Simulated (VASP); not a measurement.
Consider the following.

```xyz
1
Lattice="3.1363 0.0000 0.0000 0.0000 3.1363 0.0000 0.0000 0.0000 3.1363" Properties=species:S:1:pos:R:3 pbc="T T T"
Lu     0.0000     0.0000     0.0000
```

Method: PBEsol GGA, VASP's PBE PAW potentials (set 64) (plane waves; VASP). Run with 400 eV cut-off, Gaussian smearing of 0.050 eV, potentials Lu_3.

### Question
Predict the band gap (along the path) with the smallest direct gap where there is one.

### Answer

| Item | Result |
|---|---|
| band gap (along the path) | none (metal, semimetal or under 0.01 eV) |

Only differences to runs with the same potentials and settings are physical.

The structure was generated: Lu was put into the simple-cubic type (Pm-3m), which need not be its known phase. It was relaxed first, which changed the volume by -7 %.
